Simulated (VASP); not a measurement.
Input for VASP

### INCAR
```
# general
SYSTEM =InAs
PREC   =Accurate
ENCUT  =400
LREAL  =F
LASPH  =T

# electronic loop
EDIFF  =1E-8   # SCF stop (eV)
NELM   =100   # most electronic steps
ALGO   =Normal
LMAXMIX=4
LMIXTAU=T

# smearing
ISMEAR =0
SIGMA  =0.05

# functional
METAGGA=R2SCAN

# ions
IBRION =1
NSW    =30
ISIF   =2
EDIFFG =-0.001   # ionic stop

# output
LWAVE  =F
LCHARG =F
```

**POSCAR**
```
InAs
1.0
  0.0000000000   3.0538063991   3.0538063991
  3.0538063991   0.0000000000   3.0538063991
  3.0538063991   3.0538063991   0.0000000000
In As
1 1
Cart
  0.0000000000   0.0000000000   0.0000000000
  1.5269031995   1.5269031995   1.5269031995
```

### KPOINTS
```
Automatic mesh
0
Gamma
7 7 7
0 0 0
```

POTCAR, in this order: In_d As (PBE.64 set). Program: vasp_std.

Question: Write an equivalent input for Ansatz.

Answer: One equivalent input (not run):
Ansatz 0.2 input:
```yaml
crystal:
  lattice:
    - [0.0000000, 3.0538064, 3.0538064]
    - [3.0538064, 0.0000000, 3.0538064]
    - [3.0538064, 3.0538064, 0.0000000]
  atoms:
    - { symbol: In, position: [0.0000000, 0.0000000, 0.0000000] }
    - { symbol: As, position: [0.2500000, 0.2500000, 0.2500000] }
kpoints:
  mp_grid: { grid: [7, 7, 7] }
hamiltonian:
  xc: r2scan
  pseudopotentials: { kind: paw }
scf:
  occupations: { method: gaussian, width: 0.05 }
  max_iter: 100
relax:
  max_steps: 30
  f_tol: 0.001
output: { forces: true, stress: true, eigenvalues: true }
```
Limits of the translation: each code has its own PAW files, so the cut-off isn't converted (ENCUT is set for VASP's; basis.ecutwfc is left out, and Ansatz then takes the one that its files recommend); Ansatz stops its SCF on the density residual and VASP on the energy change (EDIFF).

The compound is InAs in the zinc blende structure. It was relaxed first. The start is the result of an earlier pass.
